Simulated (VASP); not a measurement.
**NaMg6V under changes of volume**

One of the cells (23.388 Å³/atom); the others are scaled copies at fixed shape and fractional positions:

```
CELL_PARAMETERS angstrom
5.18521 0.00000 0.00000
0.00000 3.31134 5.44850
0.00000 -3.31134 5.44850
ATOMIC_POSITIONS crystal
V 0.50000 0.83634 0.83634
Mg 0.00000 0.16289 0.16289
Mg 0.00000 0.67111 0.67111
Mg 0.00000 0.67709 0.14875
Mg 0.00000 0.14875 0.67709
Mg 0.50000 0.83239 0.33587
Mg 0.50000 0.33587 0.83239
Na 0.50000 0.33557 0.33557
```

The cell comes from a database or a generator and needn't be the stable form of this composition.

| Item | Value |
| --- | --- |
| Program | VASP 6.6.1 |
| Functional | PBE |
| Potentials or basis | VASP PAW PBE potentials, release 64 (V_sv, Mg, Na_pv) |
| Cutoff | 520 eV |
| k mesh | 5 × 5 × 5 |
| Occupations | fermi-dirac, width 0.05 eV |
| Spin | collinear spin, ferromagnetic start |
| Starting moments | [2.0, 0.0, 0.0, 0.0, 0.0, 0.0, 0.0, 0.0] μB |

```csv
volume (Å³/atom),energy over the lowest point (meV/atom),pressure (GPa),moment (μB per cell),largest force (eV/Å)
21.553,?,?,?,?
22.012,2.22,1.2,3.44,0.080
22.470,0.00,0.4,3.46,0.065
23.388,1.85,-1.0,3.49,0.073
23.846,5.52,-1.6,3.51,0.077
24.305,10.79,-2.1,3.52,0.080
```

What does the run at 21.553 Å³/atom give?

Energy over the lowest point 6.84 meV/atom; pressure 2.1 GPa; moment 3.41 μB per cell; largest force 0.098 eV/Å.

Worked out: A Birch-Murnaghan fit of order 3 (a polynomial in V^(-2/3)) to the other rows has its minimum at 22.71 Å³/atom with B0 = V·E''(V) = 36 GPa and B' = 4.1 at fixed shape and positions, which overstates the stiffness. It gives 6.85 meV/atom at 21.553 Å³/atom, against the run's 6.84, and -dE/dV = 2.1 GPa, against 2.1. A straight line through the other rows of the moment, of slope 0.0352 μB per Å³/atom, extrapolates to 3.43 μB, against the run's 3.41.

Energies are extrapolated to zero smearing.
